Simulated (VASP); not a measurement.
Input:

```
CELL_PARAMETERS angstrom
      4.13790     0.00000     0.00000
      0.00000     2.94511     3.01562
      0.00000    -2.94511     3.01562
ATOMIC_POSITIONS crystal
  Zr 0.50000 0.50744 0.50744
  Pb 0.00000 0.94846 0.94846
  O  0.50000 0.03023 0.56237
  O  0.50000 0.56237 0.03023
  O  0.00000 0.55849 0.55849
```

These are r2SCAN meta-GGA, VASP's PBE PAW potentials (set 64) (plane waves; VASP) values and carry that method's errors. Settings: 520 eV cut-off, 6×6×6 Γ-centred mesh, tetrahedra with Blöchl corrections, potentials Zr_sv Pb_d O.

The cores are frozen, which limits the accuracy of field gradients.

Question: Give the principal components of the electric field gradient (V/Å²) and the asymmetry η at each nucleus.

Answer: 
```
atom    Vxx   Vyy     Vzz     η
----  -----  ----  ------  ----
Zr1   -16.3  -4.8    21.0  0.55
Pb2   182.3  54.6  -237.0  0.54
O3    -21.3  -0.3    21.6  0.98
O4    -21.3  -0.3    21.6  0.98
O5    -19.6  -5.5    25.1  0.56
```

The structure comes from a computed database's ZrPbO3 entry (Amm2); how it stands against other phases isn't given here. It was relaxed first.
